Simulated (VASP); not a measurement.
Computed with PBE GGA, VASP's PBE PAW potentials (set 64) (plane waves; VASP).

VASP ran on this input.

### KPOINTS
```
K-points
0
gamma
 13 13 6
0 0 0
```

File POSCAR:
```
Cd
1
    1.4900000000    -2.5807560000     0.0000000000
    1.4900000000     2.5807560000     0.0000000000
    0.0000000000     0.0000000000     5.6200000000
Cd
2
Direct
  0.3333330000   0.6666670000   0.2500000000
  0.6666670000   0.3333330000   0.7500000000
```

**INCAR**
```
ALGO=Normal
EDIFF=1E-2
ENCUT=400
GGA=PE
ISIF=2
ISMEAR=1
LASPH=T
LCHARG=F
LMAXMIX=4
LREAL=F
LWAVE=F
NELM=100
PREC=Accurate
SIGMA=0.1
SYSTEM=Cd
```

POTCAR, in this order: Cd (PBE.64 set). Program: vasp_std.

Output

File OUTCAR:
```
 ion  position               nearest neighbor table
   1  0.333  0.667  0.250-   2 3.29   2 3.29   2 3.29   2 3.29   2 3.29   2 3.29
   2  0.667  0.333  0.750-   1 3.29   1 3.29   1 3.29   1 3.29   1 3.29   1 3.29
  LATTYP: Found a hexagonal cell.
 ALAT       =     2.9800002570
 C/A-ratio  =     1.8859058776
 Subroutine PRICEL returns:
 Original cell was already a primitive cell.
 Subroutine GETGRP returns: Found 24 space group operations
The static configuration has the point symmetry D_3d.
 The point group associated with its full space group is D_6h.
The dynamic configuration has the point symmetry D_3d.
 Subroutine INISYM returns: Found 24 space group operations
 Subroutine IBZKPT returns following result:
 Found     84 irreducible k-points:

 Following reciprocal coordinates:
            Coordinates               Weight
  0.000000  0.000000  0.000000      1.000000
  0.076923 -0.000000  0.000000      6.000000
  0.153846  0.000000  0.000000      6.000000
  0.230769  0.000000  0.000000      6.000000
  0.307692  0.000000  0.000000      6.000000
  0.384615 -0.000000  0.000000      6.000000
  0.461538 -0.000000  0.000000      6.000000
  0.076923  0.076923  0.000000      6.000000
  0.153846  0.076923  0.000000     12.000000
  0.230769  0.076923  0.000000     12.000000
  0.307692  0.076923  0.000000     12.000000
  0.384615  0.076923  0.000000     12.000000
  0.461538  0.076923  0.000000      6.000000
  0.153846  0.153846  0.000000      6.000000
  0.230769  0.153846  0.000000     12.000000
  0.307692  0.153846  0.000000     12.000000
  0.384615  0.153846  0.000000     12.000000
  0.230769  0.230769  0.000000      6.000000
  0.307692  0.230769  0.000000     12.000000
  0.384615  0.230769  0.000000      6.000000
  0.307692  0.307692  0.000000      6.000000
  0.000000  0.000000  0.166667      2.000000
...
```

### OSZICAR
```
       N       E                     dE             d eps       ncg     rms          rms(c)
DAV:   1     0.142889992212E+03    0.14289E+03   -0.11745E+04  2696   0.124E+03
DAV:   2     0.125396620516E+01   -0.14164E+03   -0.13901E+03  2776   0.342E+02
DAV:   3    -0.157697041596E+01   -0.28309E+01   -0.28285E+01  3360   0.583E+01
DAV:   4    -0.157985819783E+01   -0.28878E-02   -0.28877E-02  3056   0.161E+00
DAV:   5    -0.157988045561E+01   -0.22258E-04   -0.22257E-04  2368   0.104E-01    0.461E+00
DAV:   6    -0.148131479936E+01    0.98566E-01   -0.28684E-01  2864   0.697E+00    0.364E+00
DAV:   7    -0.147588838395E+01    0.54264E-02   -0.32733E-02  2352   0.190E+00
   1 F= -.14758884E+01 E0= -.14757222E+01  d E =-.498446E-03
```

OUTCAR:
```
------------------------ aborting loop because EDIFF is reached ----------------------------------------
  FORCE on cell =-STRESS in cart. coord.  units (eV):
  Direction    XX          YY          ZZ          XY          YZ          ZX
  --------------------------------------------------------------------------------------
  Total        1.7175779      1.7175783      1.5558443      0.0000000      0.0000000     -0.0000000
  in kB       63.6689229     63.6689376     57.6736172      0.0000000      0.0000000     -0.0000000
  external PRESSURE =      61.6704926 kB  Pullay stress =       0.0000000 kB
  volume of cell :       43.22
      direct lattice vectors                 reciprocal lattice vectors
     1.490000000 -2.580756000  0.000000000     0.335570470 -0.193741679  0.000000000
     1.490000000  2.580756000  0.000000000     0.335570470  0.193741679  0.000000000
     0.000000000  0.000000000  5.620000000     0.000000000  0.000000000  0.177935943
 POSITION                                       TOTAL-FORCE (eV/Angst)
 -----------------------------------------------------------------------------------
      1.49000      0.86025      1.40500        -0.000000      0.000000      0.000000
      1.49000     -0.86025      4.21500         0.000000     -0.000000      0.000000
 -----------------------------------------------------------------------------------
    total drift:                               -0.000000      0.000157      0.000001
  FREE ENERGIE OF THE ION-ELECTRON SYSTEM (eV)
  ---------------------------------------------------
  free  energy   TOTEN  =        -1.4758883839 eV

  energy  without entropy=       -1.4753899377  energy(sigma->0) =       -1.47572224
```
(Selected blocks of OUTCAR.)

The compound is Cd in the hcp structure. The cell was not relaxed at this level. The run is one of a series of settings (EDIFF = 1E-2 against the base run), some of them coarse on purpose.
